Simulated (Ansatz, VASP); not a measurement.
# BaTiO3 in two plane-wave programs, part 2 of 2

Wanted: the spread between two codes on one cell, functional and k mesh.

VASP 6.6.1 and Ansatz 0.2.0.

So far: Starting point; Ansatz: band structure, r2SCAN.

### 3. VASP: band structure, r2SCAN

Level of this step: r2SCAN, no spin polarisation; plane waves and PAW (Ba_sv_GW, Ti_sv_GW, O_GW) (VASP).

The same cell, functional, mesh and smearing now go to VASP, with its own data sets and cutoff.

Lines of VASP's logs that name or quote its potential files are left out, and so is its time.

Input file INCAR:

```
SYSTEM = BaTiO3
PREC = Accurate
ENCUT = 440
EDIFF = 1E-08
NELM = 100
ISMEAR = 0
SIGMA = 0.01
LREAL = .FALSE.
ALGO = Normal
METAGGA = R2SCAN
LASPH = .TRUE.
NBANDS = 26
LORBIT = 11
LWAVE = .TRUE.
LCHARG = .FALSE.
KPAR = 8
```

Input file POSCAR:

```
BaTiO3
1.0
    2.8273666084      1.6323808724      2.3183934932
   -2.8273666084      1.6323808724      2.3183934932
    0.0000000000     -3.2647617449      2.3183934932
Ba Ti O
1 1 3
Direct
    0.0000000000      0.0000000000      0.0000000000
    0.4845000000      0.4845000000      0.4845000000
    0.5086000000      0.5086000000      0.0175000000
    0.0175000000      0.5086000000      0.5086000000
    0.5086000000      0.0175000000      0.5086000000
```

Input file KPOINTS:

```
Automatic mesh
0
Gamma
6 6 6
0 0 0
```

Input file KPOINTS_OPT:

```
Line mode
12
Line-mode
Reciprocal
  0.00000000   0.00000000   0.00000000 GAMMA
  0.50000000   0.00000000   0.00000000 L

  0.50000000   0.00000000   0.00000000 L
  0.50000000   0.49717121  -0.49717121 B1

  0.50282879   0.50000000   0.49717121 B
  0.50000000   0.50000000   0.50000000 Z

  0.50000000   0.50000000   0.50000000 Z
  0.00000000   0.00000000   0.00000000 GAMMA

  0.00000000   0.00000000   0.00000000 GAMMA
  0.49858561   0.00000000  -0.49858561 X

  0.50141439   0.49858561   0.00000000 Q
  0.50000000   0.50000000   0.00000000 F

  0.50000000   0.50000000   0.00000000 F
  0.50141439   0.50141439   0.49717121 P1

  0.50141439   0.50141439   0.49717121 P1
  0.50000000   0.50000000   0.50000000 Z

  0.50000000   0.00000000   0.00000000 L
  0.50282879   0.49858561   0.49858561 P
```

The projector-augmented-wave data sets are Ba_sv_GW, Ti_sv_GW and O_GW (PBE family, release 64).

On the command line:

```
$ mpirun -np 8 vasp_std
```

Numbers of over 12 decimals in the logs are rounded to 6 here.

Log:

```text
[banner, memory and clock lines left out]
running    8 mpi-ranks, on    1 nodes
 distrk:  each k-point on    1 cores,    8 groups
 distr:  one band on    1 cores,    1 groups

 POSCAR found type information on POSCAR BaTiO
 POSCAR found :  3 types and       5 ions
|                                                                             |
|           W    W    AA    RRRRR   N    N  II  N    N   GGGG   !!!           |
|           W    W   A  A   R    R  NN   N  II  NN   N  G    G  !!!           |
|           W    W  A    A  R    R  N N  N  II  N N  N  G       !!!           |
|           W WW W  AAAAAA  RRRRR   N  N N  II  N  N N  G  GGG   !            |
|           WW  WW  A    A  R   R   N   NN  II  N   NN  G    G                |
|           W    W  A    A  R    R  N    N  II  N    N   GGGG   !!!           |
|                                                                             |
|     For optimal performance we recommend to set                             |
|       NCORE = 2 up to number-of-cores-per-socket                            |
|     NCORE specifies how many cores store one orbital (NPAR=cpu/NCORE).      |
|     This setting can greatly improve the performance of VASP for DFT.       |
|     The default, NCORE=1 might be grossly inefficient on modern             |
|     multi-core architectures or massively parallel machines. Do your        |
|     Unfortunately you need to use the default for GW and RPA                |
|     calculations (for HF NCORE is supported but not extensively tested      |
|     yet).                                                                   |
|                                                                             |

|                                                                             |
|               ----> ADVICE to this user running VASP <----                  |
|                                                                             |
|     You enforced a specific xc type in the INCAR file but a different       |
|     [... a line on the potential file left out ...]
|     I HOPE YOU KNOW WHAT YOU ARE DOING!                                     |
|                                                                             |

 LDA part: xc-table for (None), standard interpolation
 POSCAR, INCAR and KPOINTS ok, starting setup
 FFT: planning ... GRIDC
 FFT: planning ... GRID_SOFT
 FFT: planning ... GRID
 WAVECAR not read
 entering main loop
       N       E                     dE             d eps       ncg     rms          rms(c)
DAV:   1     0.665303348300E+03    0.66530E+03   -0.17440E+04  1712   0.155E+03
DAV:   2     0.174840325698E+02   -0.64782E+03   -0.63635E+03  2792   0.820E+02
DAV:   3    -0.100982070368E+03   -0.11847E+03   -0.11389E+03  2816   0.313E+02
DAV:   4    -0.107228693777E+03   -0.62466E+01   -0.62143E+01  2920   0.841E+01
DAV:   5    -0.107496358105E+03   -0.26766E+00   -0.26607E+00  2904   0.197E+01    0.192E+01
DAV:   6    -0.772232887262E+02    0.30273E+02   -0.49481E+01  3032   0.879E+01    0.552E+00
DAV:   7    -0.780202658274E+02   -0.79698E+00   -0.51465E+00  2944   0.280E+01    0.394E+00
DAV:   8    -0.781232640614E+02   -0.10300E+00   -0.85423E-01  3064   0.133E+01    0.160E+00
DAV:   9    -0.780952706948E+02    0.27993E-01   -0.65646E-01  3088   0.971E+00    0.108E+00
DAV:  10    -0.780759874420E+02    0.19283E-01   -0.62411E-02  2976   0.368E+00    0.407E-01
DAV:  11    -0.780771106860E+02   -0.11232E-02   -0.46561E-02  2944   0.306E+00    0.362E-01
DAV:  12    -0.780747835729E+02    0.23271E-02   -0.69277E-03  3000   0.125E+00    0.106E-01
DAV:  13    -0.780747939413E+02   -0.10368E-04   -0.31468E-03  3056   0.720E-01    0.834E-02
DAV:  14    -0.780747049247E+02    0.89017E-04   -0.31091E-04  2968   0.255E-01    0.259E-02
DAV:  15    -0.780747001419E+02    0.47828E-05   -0.59764E-05  3032   0.821E-02    0.484E-03
DAV:  16    -0.780747007167E+02   -0.57481E-06   -0.34415E-06  2904   0.248E-02    0.342E-03
DAV:  17    -0.780747000535E+02    0.66321E-06   -0.56014E-07  3016   0.114E-02    0.199E-03
DAV:  18    -0.780746998410E+02    0.21255E-06   -0.13619E-07  2656   0.433E-03    0.121E-03
DAV:  19    -0.780746997548E+02    0.86141E-07   -0.31235E-08  1800   0.241E-03    0.502E-04
DAV:  20    -0.780746997296E+02    0.25240E-07   -0.63684E-08  2432   0.253E-03    0.193E-04
DAV:  21    -0.780746997262E+02    0.33774E-08   -0.43369E-09  1792   0.138E-03
   1 F= -.78074700E+02 E0= -.78074700E+02  d E =-.666367E-80
 Start KPOINTS_OPT (optional k-point list driver)
k-point batch [1-32\108]
       N       E                     dE             ncg
DAV:   1     0.135006339784E+05   -0.17194E+05     1664
DAV:   2    -0.772340969317E+04   -0.21224E+05     2696
DAV:   3    -0.114872764756E+05   -0.37639E+04     2818
DAV:   4    -0.117707361079E+05   -0.28346E+03     3040
DAV:   5    -0.117872940238E+05   -0.16558E+02     2888
DAV:   6    -0.117883204794E+05   -0.10265E+01     3040
DAV:   7    -0.117883925299E+05   -0.72050E-01     2848
DAV:   8    -0.117883984548E+05   -0.59250E-02     2992
DAV:   9    -0.117883989427E+05   -0.48785E-03     2904
DAV:  10    -0.117883989870E+05   -0.44295E-04     2936
DAV:  11    -0.117883989914E+05   -0.44061E-05     2360
DAV:  12    -0.117883989917E+05   -0.33636E-06     1960
DAV:  13    -0.117883989917E+05   -0.34299E-07     1816
DAV:  14    -0.117883989918E+05   -0.27194E-08     1792
[...]
k-point batch [97-108\108]
       N       E                     dE             ncg
DAV:   1     0.329659793311E+05   -0.88302E+04      624
DAV:   2     0.251456615563E+05   -0.78203E+04      992
DAV:   3     0.237394818344E+05   -0.14062E+04     1042
DAV:   4     0.236449665409E+05   -0.94515E+02     1136
DAV:   5     0.236403512579E+05   -0.46153E+01     1080
DAV:   6     0.236400982829E+05   -0.25298E+00     1128
DAV:   7     0.236400865112E+05   -0.11772E-01     1056
DAV:   8     0.236400855737E+05   -0.93753E-03     1104
DAV:   9     0.236400855322E+05   -0.41467E-04     1088
DAV:  10     0.236400855287E+05   -0.34591E-05     1120
DAV:  11     0.236400855286E+05   -0.15657E-06      832
DAV:  12     0.236400855286E+05   -0.14708E-07      720
DAV:  13     0.236400855286E+05   -0.16953E-08      672
 writing wavefunctions
```

OUTCAR, selected parts (step 3):

```text
ion  position               nearest neighbor table
   1  0.000  0.000  0.000-
   2  0.484  0.484  0.484-   4 1.87   5 1.87   3 1.87   5 2.14   4 2.14   3 2.14
   3  0.509  0.509  0.017-   2 1.87   2 2.14
   4  0.017  0.509  0.509-   2 1.87   2 2.14
   5  0.509  0.017  0.509-   2 1.87   2 2.14

  LATTYP: Found a trigonal (rhomboedric) cell.
 ALAT       =     4.0042000000
 COS(alpha) =     0.0028448828

 Subroutine GETGRP returns: Found  6 space group operations
 (whereof  6 operations were pure point group operations)

The static configuration has the point symmetry C_3v.

 Found     32 irreducible k-points:

   k-points           NKPTS =     32   k-points in BZ     NKDIM =     32   number of bands    NBANDS=     26

   dimension x,y,z NGX =    28 NGY =   28 NGZ =   28
   dimension x,y,z NGXF=    56 NGYF=   56 NGZF=   56

   ENCUT  =  440.0 eV  32.34 Ry    5.69 a.u.   6.85  6.85  6.85*2*pi/ulx,y,z

   NELECT =      40.0000    total number of electrons

 k-points in reciprocal lattice and weights: Automatic mesh
   0.00000000  0.00000000  0.00000000       0.005
   0.16666667  0.00000000 -0.00000000       0.028
   0.33333333  0.00000000  0.00000000       0.028
   0.50000000  0.00000000  0.00000000       0.014
   0.16666667  0.16666667 -0.00000000       0.028
   0.33333333  0.16666667  0.00000000       0.056
   0.50000000  0.16666667 -0.00000000       0.056
  -0.33333333  0.16666667  0.00000000       0.056
  -0.16666667  0.16666667  0.00000000       0.028
[...]
-0.33333333  0.50000000  0.33333333       0.028
   0.50000000  0.50000000  0.50000000       0.005

 average (electrostatic) potential at core
       1 -84.3260       2-103.7188       3 -71.7883       4 -71.7883       5 -71.7883

 E-fermi :   5.1535

 k-point     1 :       0.0000    0.0000    0.0000
  band No.  band energies     occupation
    ...
     16       3.6774      2.00000
     17       3.9066      2.00000
     18       4.5326      2.00000
     19       4.6465      2.00000
     20       4.6465      2.00000
     21       7.8141      0.00000
     22       7.8141      0.00000
     23       7.9508      0.00000
     24       9.8799      0.00000
     25       9.9044      0.00000
    ...

 k-point     2 :       0.1667    0.0000   -0.0000
  band No.  band energies     occupation
    ...
     16       3.4519      2.00000
     17       3.7551      2.00000
     18       4.1137      2.00000
     19       4.5230      2.00000
     20       4.5564      2.00000
     21       7.8582      0.00000
     22       8.1704      0.00000
     23       8.2046      0.00000
     24       9.8770      0.00000
     25      10.5566      0.00000
    ...

 k-point     3 :       0.3333    0.0000    0.0000
  band No.  band energies     occupation
    ...
     16       3.1373      2.00000
     17       3.4764      2.00000
     18       3.5888      2.00000
     19       4.2258      2.00000
     20       4.2947      2.00000
     21       7.9277      0.00000
     22       8.8320      0.00000
     23       8.9333      0.00000
     24       9.8643      0.00000
     25      11.3852      0.00000
    ...

  Total       -0.5227750     -0.5227750     -0.5344165      0.0000000      0.0000000      0.0000000
  in kB      -13.0461801    -13.0461801    -13.3367014      0.0000000      0.0000000      0.0000000
  external PRESSURE =     -13.1430205 kB  Pullay stress =       0.0000000 kB

  energy-cutoff  :      440.00
  volume of cell :       64.20
      direct lattice vectors                 reciprocal lattice vectors
     2.827366608  1.632380872  2.318393493     0.176843002  0.102100355  0.143777721
    -2.827366608  1.632380872  2.318393493    -0.176843002  0.102100355  0.143777721
     0.000000000 -3.264761745  2.318393493     0.000000000 -0.204200710  0.143777721

 POSITION                                       TOTAL-FORCE (eV/Angst)
 -----------------------------------------------------------------------------------
      0.00000      0.00000      0.00000         0.000000      0.000000     -0.135680
      0.00000     -0.00000      3.36978         0.000000     -0.000000      0.094437
      0.00000      1.60332      2.39884         0.000000      0.030632      0.013748
     -1.38852     -0.80166      2.39884        -0.026528     -0.015316      0.013748
      1.38852     -0.80166      2.39884         0.026528     -0.015316      0.013748
 -----------------------------------------------------------------------------------
    total drift:                                0.000000     -0.000001      0.000838

  FREE ENERGIE OF THE ION-ELECTRON SYSTEM (eV)
  ---------------------------------------------------
  free  energy   TOTEN  =       -78.0746997262 eV

  energy  without entropy=      -78.0746997262  energy(sigma->0) =      -78.07469973

 total charge
# of ion       s       p       d       f       tot
--------------------------------------------------
    1        1.957   4.614   0.112   0.024   6.707
    2        2.218   6.117   1.413   0.041   9.789
    3        1.553   3.465   0.000   0.000   5.018
    4        1.553   3.465   0.000   0.000   5.018
    5        1.553   3.465   0.000   0.000   5.018
--------------------------------------------------
tot          8.833  21.127   1.525   0.065  31.549

[... 3 further parts left out ...]
```

The run ends at a pressure of -1.31 GPa, with forces up to 0.14 eV/Å.

### 4. Side by side

Known differences besides the potentials themselves: VASP keeps PBE cores, Ansatz makes them for the functional; the cutoff is 500 eV in Ansatz and 440 eV in VASP. Total energies have different zeros and are not compared.

Both answers:

| quantity | Ansatz | VASP | difference |
| --- | --- | --- | --- |
| gap over the path points (eV) | 2.799 | 2.792 | +0.006 |

Forces (eV/Å; atoms numbered as in POSCAR):

| atom | Ansatz x, y, z | VASP x, y, z |
| --- | --- | --- |
| Ba1 | 0.000, 0.000, -0.133 | 0.000, 0.000, -0.136 |
| Ti2 | 0.000, 0.000, 0.095 | 0.000, 0.000, 0.094 |
| O3 | 0.000, 0.043, 0.013 | 0.000, 0.031, 0.014 |
| O4 | -0.037, -0.021, 0.013 | -0.027, -0.015, 0.014 |
| O5 | 0.037, -0.021, 0.013 | 0.027, -0.015, 0.014 |

Levels at points of the path, from each program's valence-band top (eV; 4 filled, then empty):

| k (reciprocal lattice) | Ansatz | VASP |
| --- | --- | --- |
| 0.000 0.000 0.000 | -1.11 -0.48 -0.37 -0.37 2.80 2.80 2.94 | -1.11 -0.49 -0.38 -0.38 2.79 2.79 2.93 |
| 0.136 0.000 0.000 | -1.22 -0.80 -0.45 -0.41 2.83 3.07 3.07 | -1.22 -0.80 -0.46 -0.41 2.82 3.06 3.07 |
| 0.318 0.000 0.000 | -1.52 -1.40 -0.76 -0.70 2.91 3.76 3.86 | -1.52 -1.40 -0.77 -0.71 2.90 3.75 3.85 |
| 0.500 0.000 0.000 | -1.65 -1.59 -0.94 -0.82 2.94 4.18 4.28 | -1.65 -1.59 -0.95 -0.83 2.94 4.17 4.27 |
| 0.500 0.090 -0.090 | -1.38 -1.30 -1.16 -0.75 3.06 4.17 4.29 | -1.39 -1.31 -1.16 -0.76 3.06 4.17 4.29 |
| 0.500 0.271 -0.271 | -2.16 -0.75 -0.50 -0.41 4.05 4.42 4.54 | -2.17 -0.75 -0.50 -0.41 4.05 4.41 4.53 |
| 0.500 0.452 -0.452 | -2.30 -0.06 -0.05 -0.02 4.71 4.86 4.87 | -2.30 -0.06 -0.05 -0.02 4.70 4.86 4.87 |
| 0.503 0.500 0.497 | -2.30 -0.01 -0.01 0.00 4.73 4.89 4.89 | -2.30 -0.01 -0.01 0.00 4.73 4.89 4.89 |
| 0.502 0.500 0.498 | -2.30 -0.01 -0.01 0.00 4.73 4.89 4.89 | -2.30 -0.01 -0.01 0.00 4.73 4.89 4.89 |
| 0.501 0.500 0.499 | -2.30 -0.01 -0.01 0.00 4.73 4.89 4.89 | -2.30 -0.01 -0.01 0.00 4.73 4.89 4.89 |

The forces differ by 5.4 meV/Å r.m.s., which is 11.9 % of the r.m.s. force of 0.05 eV/Å (both taken over all components). Among the levels compared at these points, filled levels agree within 12 meV and empty ones within 7 meV. Not compared: the pressure (VASP's GW data sets at this cutoff don't carry it).

### 5. Further runs

Further runs change the set-up of one program: Ansatz's method, potentials or start, or VASP's data sets, cutoff or form of LDA. The table gives Ansatz less VASP for each quantity, since a change that brings one quantity closer may part another.

| run | r.m.s. force difference (meV/Å) | gap over the path points (eV) |
| --- | --- | --- |
| as above | 5.4 | 0.0064 |
| cores kept as stored | 4.6 | 0.0062 |
| Ansatz's larger PAW set (cutoff 910 eV) | 3.8 | -1.0e-4 |
| norm-conserving potentials (cutoff 1290 eV) | 5.4 | 0.0064 |

### 6. What came out

| Item | Value |
| --- | --- |
| difference in gap over the path points (band structure, r2SCAN) | 0.0064 eV |

In words: The difference in gap over the path points is 0.0064 eV (band structure, r2SCAN), within the 0.08 eV picked in this series as the mark of a large difference. Band structure, r2SCAN, Ansatz's larger PAW set (cutoff 910 eV): r.m.s. force difference goes from 5.4 to 3.8 meV/Å; the difference in gap over the path points goes from 0.0064 to -1.0e-4 eV. 1 further run of this series is not shown here. How closely two codes agree says nothing of how well the functional describes the real material.

[Lines on the potential files, build, host, timing and source positions are cut from VASP's logs without a mark.]

[Logs are printed without paths, hosts, clocks, repeated set-up lines and the standing remarks that a program may print on its own settings, such as how far it seeks lower states.]

[Hosts, paths, dates, database ids (printed as entryN), source tags and the programs' standing remarks are cut or masked in the printed files.]
